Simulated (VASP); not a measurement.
# SbW2 (Fm-3m) in VASP: reference runs

How does SbW2 come out in PBE? The cell is run as given.

Program: VASP 6.6.1. These are calculated values, not measurements. Logs are shortened: lines on timing, memory, paths and dates and some standing lists are left out, and cuts for length are marked.

## (1) Starting point

It takes space group Fm-3m (No. 225, cubic). The conventional cell has a = 6.266 Å, b = 6.266 Å, c = 6.266 Å, α = 90.00°, β = 90.00°, γ = 90.00°. Around Sb (site symmetry m-3m) lie 8 W at 2.71 Å. Around W (site symmetry -43m) lie 4 Sb at 2.71 Å.

The cell was built by a generator and needn't be a form met in nature.

## (2) Single point, PBE

Input file INCAR:

```
PREC     = Accurate       # precision mode
ENCUT    = 520            # plane-wave cutoff, eV
EDIFF    = 1E-7           # SCF threshold, eV
ISMEAR   = -1             # smearing method
SIGMA    = 0.05           # smearing width, eV
LREAL    = False          # projectors in reciprocal space
LASPH    = True           # aspherical terms in the spheres
NELM     = 80             # most SCF steps
ALGO     = Normal         # electronic algorithm
ISIF     = 2              # what is computed and relaxed
LWAVE    = False          # write WAVECAR
LCHARG   = False          # write CHGCAR
GGA      = PE             # functional
NBANDS   = 24             # bands
```

Input file KPOINTS:

```
Automatic mesh
0
Gamma
  7 7 7
```

Input file POSCAR:

```
SbW2
1.0
    0.0000000000      3.1330100000      3.1330100000
    3.1330100000      0.0000000000      3.1330100000
    3.1330100000      3.1330100000      0.0000000000
Sb W
1 2
Direct
    0.5000000000      0.5000000000      0.5000000000
    0.2500000000      0.2500000000      0.2500000000
    0.7500000000      0.7500000000      0.7500000000
```

Potentials or basis: VASP PAW PBE potentials, release 64 (Sb, W_sv).

Command:

```
cat potpaw_PBE.64/Sb/POTCAR potpaw_PBE.64/W_sv/POTCAR > POTCAR
mpirun -np 1 vasp_std > vasp.out
```

OUTCAR:

```text
PREC = Accurate
   ENCUT = 520
   EDIFF = 1E-7
   ISMEAR = -1
   LREAL = False
   LASPH = True
   NELM = 80
   ISIF = 2
   GGA = PE

 ion  position               nearest neighbor table
   1  0.500  0.500  0.500-   2 2.71   2 2.71   2 2.71   3 2.71   3 2.71   3 2.71   3 2.71   2 2.71

   2  0.250  0.250  0.250-   1 2.71   1 2.71   1 2.71   1 2.71   3 3.13   3 3.13   3 3.13   3 3.13
                             3 3.13   3 3.13
   3  0.750  0.750  0.750-   1 2.71   1 2.71   1 2.71   1 2.71   2 3.13   2 3.13   2 3.13   2 3.13
                             2 3.13   2 3.13

  LATTYP: Found a face centered cubic cell.
 ALAT       =     6.2660200000

  Lattice vectors:

 A1 = (   0.0000000000,   3.1330100000,   3.1330100000)
 A2 = (   3.1330100000,   0.0000000000,   3.1330100000)
 A3 = (   3.1330100000,   3.1330100000,   0.0000000000)

Analysis of symmetry for initial positions (statically):
=====================================================================
 Subroutine PRICEL returns:
 Original cell was already a primitive cell.

 Routine SETGRP: Setting up the symmetry group for a
 face centered cubic supercell.

 Subroutine GETGRP returns: Found 48 space group operations
 (whereof 48 operations were pure point group operations)
 out of a pool of 48 trial point group operations.

The static configuration has the point symmetry O_h .

Analysis of symmetry for dynamics (positions and initial velocities):
=====================================================================
 Subroutine PRICEL returns:
 Original cell was already a primitive cell.

 Routine SETGRP: Setting up the symmetry group for a
 face centered cubic supercell.

 Subroutine GETGRP returns: Found 48 space group operations
 (whereof 48 operations were pure point group operations)
 out of a pool of 48 trial point group operations.

The dynamic configuration has the point symmetry O_h .

 Subroutine INISYM returns: Found 48 space group operations
 (whereof 48 operations are pure point group operations),
 and found     1 'primitive' translations

----------------------------------------------------------------------------------------

                                     Primitive cell

  volume of cell :      61.5057

  direct lattice vectors                    reciprocal lattice vectors
     0.000000000  3.133010000  3.133010000    -0.159590937  0.159590937  0.159590937
     3.133010000  0.000000000  3.133010000     0.159590937 -0.159590937  0.159590937
     3.133010000  3.133010000  0.000000000     0.159590937  0.159590937 -0.159590937

  length of vectors
     4.430745233  4.430745233  4.430745233     0.276419610  0.276419610  0.276419610

  position of ions in fractional coordinates (direct lattice)
     0.500000000  0.500000000  0.500000000
     0.250000000  0.250000000  0.250000000
     0.750000000  0.750000000  0.750000000

  ion indices of the primitive-cell ions
   primitive index   ion index
                 1           1
                 2           2
                 3           3

----------------------------------------------------------------------------------------

 KPOINTS: Automatic mesh

Automatic generation of k-mesh.
 Grid dimensions read from file:
 generate k-points for:    7    7    7

 Generating k-lattice:

  Cartesian coordinates                     Fractional coordinates (reciprocal lattice)
    -0.022798705  0.022798705  0.022798705     0.142857143  0.000000000  0.000000000
     0.022798705 -0.022798705  0.022798705     0.000000000  0.142857143  0.000000000
     0.022798705  0.022798705 -0.022798705     0.000000000  0.000000000  0.142857143

  Length of vectors
     0.039488516  0.039488516  0.039488516

  Shift w.r.t. Gamma in fractional coordinates (k-lattice)
     0.000000000  0.000000000  0.000000000

 Subroutine IBZKPT returns following result:
 ===========================================

 Found     20 irreducible k-points:

 Following reciprocal coordinates:
            Coordinates               Weight
  0.000000  0.000000  0.000000      1.000000
  0.142857  0.000000  0.000000      8.000000
  0.285714  0.000000  0.000000      8.000000
  0.428571  0.000000  0.000000      8.000000
  0.142857  0.142857  0.000000      6.000000
  0.285714  0.142857  0.000000     24.000000
[... 12 lines left out ...]
 -0.428571  0.428571  0.142857     24.000000
 -0.285714  0.428571  0.142857     24.000000
   k-points           NKPTS =     20   k-points in BZ     NKDIM =     20   number of bands    NBANDS=     24
   number of dos      NEDOS =    301   number of ions     NIONS =      3
   total plane-waves  NPLWV =  46656
   dimension x,y,z NGX =    36 NGY =   36 NGZ =   36
   dimension x,y,z NGXF=    72 NGYF=   72 NGZF=   72
   ions per type =               1   2
   NGX,Y,Z   is equivalent  to a cutoff of  13.51, 13.51, 13.51 a.u.
   NGXF,Y,Z  is equivalent  to a cutoff of  27.02, 27.02, 27.02 a.u.
 SYSTEM =  unknown system
   PREC   = accura    normal or accurate (medium, high low for compatibility)
   ISTART =      0    job   : 0-new  1-cont  2-samecut
   ICHARG =      2    charge: 1-file 2-atom 10-const
   ISPIN  =      1    spin polarized calculation?
   LNONCOLLINEAR =      F non collinear calculations
   LSORBIT =      F    spin-orbit coupling
   LASPH  =      T    aspherical Exc in radial PAW
   ENCUT  =  520.0 eV  38.22 Ry    6.18 a.u.   8.24  8.24  8.24*2*pi/ulx,y,z
   NELM   =     80;   NELMIN=  2; NELMDL= -5     # of ELM steps
   EDIFF  = 0.1E-06   stopping-criterion for ELM
   LREAL  =      F    real-space projection
   EDIFFG = 0.1E-05   stopping-criterion for IOM
   NSW    =      0    number of steps for IOM
   IBRION =     -1    ionic relax: 0-MD 1-quasi-New 2-CG
   NFREE  =      0    steps in history (QN), initial steepest desc. (CG)
   ISIF   =      2    stress and relaxation
   ISYM   =      2    0-nonsym 1-usesym 2-fastsym
   POTIM  = 0.5000    time-step for ionic-motion
   TEBEG  =    0.0;   TEEND  =   0.0 temperature during run
   PSTRESS=    0.0 pullay stress
   NELECT =      33.0000    total number of electrons
   NUPDOWN=      -1.0000    fix difference up-down
   EMIN   =  10.00;   EMAX   =-10.00  energy-range for DOS
   EFERMI =   0.00;   METHOD = LEGACY
   ISMEAR =    -1;   SIGMA  =   0.05  broadening in eV -4-tet -1-fermi 0-gaus
   EFERMI_NEDOS =   21; number of points for ismear=-14 and -15
   IALGO  =     38    algorithm
   IMIX   =      4    mixing-type and parameters
     AMIX     =   0.40;   BMIX     =  1.00
     AMIX_MAG =   1.60;   BMIX_MAG =  1.00
  volume/ion in A,a.u.               =      20.50       138.35
  Fermi-wavevector in a.u.,A,eV,Ry     =   1.330274  2.513853 24.077255  1.769628
  Thomas-Fermi vector in A             =   2.459373
   LORBIT       =      0    0 simple, 1 ext, 2 COOP (PROOUT), +10 PAW based schemes
   GGA     = PE    functional components
   LHFCALC =     F    Hartree Fock is set to
   AEXX    =    0.0000 exact exchange contribution
   IVDW    =     0    specifies the selected vdW correction
   LEPSILON=     F    determine dielectric tensor
   LRPA    =     F    only Hartree local field effects (RPA)
 non-spin polarized calculation
  energy-cutoff  :      520.00
  volume of cell :       61.51
 maximum number of plane-waves:      1673
 NGX is ok and might be reduce to    36
   NGX = 17   NGY = 17   NGZ = 17

 number of electron      33.0000001 magnetization

 Free energy of the ion-electron system (eV)
  ---------------------------------------------------
  ext. energy  EPLUGINS =         0.00000000
  ---------------------------------------------------
  free energy    TOTEN  =       -25.59997607 eV

  energy without entropy =      -25.56436225  energy(sigma->0) =      -25.58216916

 E-fermi :   9.3366     XC(G=0): -11.7492

 val. band max:        9.3178078612   @ k =  -0.4286   0.1429   0.0000
 cond. band min:       9.3449230765   @ k =   0.2857   0.2857   0.0000
 fundamental gap:      0.0271152153
 Fermi energy:         9.3365633083

 k-point     1 :       0.0000    0.0000    0.0000
  band No.  band energies     occupation
      1     -64.7357      2.00000
      2     -64.7057      2.00000
      3     -29.0372      2.00000
      4     -29.0372      2.00000
      5     -29.0372      2.00000
      6     -28.8500      2.00000
[... 16 lines left out ...]
     23      13.8597      0.00000
     24      14.5100      0.00000

 k-point     2 :       0.1429    0.0000    0.0000
  band No.  band energies     occupation
      1     -64.7343      2.00000
      2     -64.7071      2.00000
      3     -29.0314      2.00000
      4     -29.0286      2.00000
      5     -29.0286      2.00000
      6     -28.8614      2.00000
[... 16 lines left out ...]
     23      14.4626      0.00000
     24      14.9673      0.00000

 k-point     3 :       0.2857    0.0000    0.0000
  band No.  band energies     occupation
      1     -64.7300      2.00000
      2     -64.7111      2.00000
      3     -29.0125      2.00000
      4     -29.0042      2.00000
      5     -29.0042      2.00000
      6     -28.8928      2.00000
[... 16 lines left out ...]
     23      14.7143      0.00000
     24      15.7530      0.00000

 k-point     4 :       0.4286    0.0000    0.0000
  band No.  band energies     occupation
      1     -64.7239      2.00000
      2     -64.7171      2.00000
      3     -28.9798      2.00000
      4     -28.9681      2.00000
      5     -28.9681      2.00000
      6     -28.9355      2.00000
[... 16 lines left out ...]
     23      14.8712      0.00000
     24      16.8608      0.00000

 k-point     5 :       0.1429    0.1429    0.0000
  band No.  band energies     occupation
      1     -64.7338      2.00000
      2     -64.7075      2.00000
      3     -29.0441      2.00000
      4     -29.0441      2.00000
      5     -28.9944      2.00000
      6     -28.8994      2.00000
[... 343 lines left out ...]
 k-point    18 :      -0.4286    0.2857    0.1429
  band No.  band energies     occupation
      1     -64.7230      2.00000
      2     -64.7179      2.00000
      3     -29.0691      2.00000
      4     -29.0450      2.00000
      5     -28.9737      2.00000
      6     -28.9262      2.00000
[... 16 lines left out ...]
     23      14.8793      0.00000
     24      16.3484      0.00000

 k-point    19 :      -0.4286    0.4286    0.1429
  band No.  band energies     occupation
      1     -64.7241      2.00000
      2     -64.7167      2.00000
      3     -29.0901      2.00000
      4     -29.0772      2.00000
      5     -29.0257      2.00000
      6     -28.8727      2.00000
[... 16 lines left out ...]
     23      15.2653      0.00000
     24      15.9013      0.00000

 k-point    20 :      -0.2857    0.4286    0.1429
  band No.  band energies     occupation
      1     -64.7211      2.00000
      2     -64.7198      2.00000
      3     -29.0939      2.00000
      4     -29.0736      2.00000
      5     -28.9791      2.00000
      6     -28.9207      2.00000
[... 16 lines left out ...]
     23      15.2716      0.00000
     24      16.8615      0.00000

------------------------ aborting loop because EDIFF is reached ----------------------------------------

  FORCE on cell =-STRESS in cart. coord.  units (eV):
  Direction    XX          YY          ZZ          XY          YZ          ZX
  --------------------------------------------------------------------------------------
  -------------------------------------------------------------------------------------
  Total        0.0771315      0.0771315      0.0771315      0.0000000      0.0000000      0.0000000
  in kB        2.0092189      2.0092189      2.0092189      0.0000000      0.0000000      0.0000000
  external PRESSURE =       2.0092189 kB  Pullay stress =       0.0000000 kB

 VOLUME and BASIS-vectors are now :
 -----------------------------------------------------------------------------
  energy-cutoff  :      520.00
  volume of cell :       61.51
      direct lattice vectors                 reciprocal lattice vectors
     0.000000000  3.133010000  3.133010000    -0.159590937  0.159590937  0.159590937
     3.133010000  0.000000000  3.133010000     0.159590937 -0.159590937  0.159590937
     3.133010000  3.133010000  0.000000000     0.159590937  0.159590937 -0.159590937

 POSITION                                       TOTAL-FORCE (eV/Angst)
 -----------------------------------------------------------------------------------
      3.13301      3.13301      3.13301        -0.000000     -0.000000      0.000000
      1.56651      1.56651      1.56651        -0.000000     -0.000000     -0.000000
      4.69951      4.69951      4.69951         0.000000      0.000000      0.000000
 -----------------------------------------------------------------------------------
    total drift:                                0.000000      0.000000      0.000000

  FREE ENERGIE OF THE ION-ELECTRON SYSTEM (eV)
  ---------------------------------------------------
  free  energy   TOTEN  =       -25.5999760712 eV

  energy  without entropy=      -25.5643622550  energy(sigma->0) =      -25.58216916
```

Run time: 15 s. Hardware: 1 thread of Intel Xeon 6975P-C (Granite Rapids), shared host; peak memory 0.2 GiB.

What came out:

- Free energy: -25.6000 eV
- Pressure: 0.2 GPa
- Band gap on the k mesh: none (metal or under the smearing width)
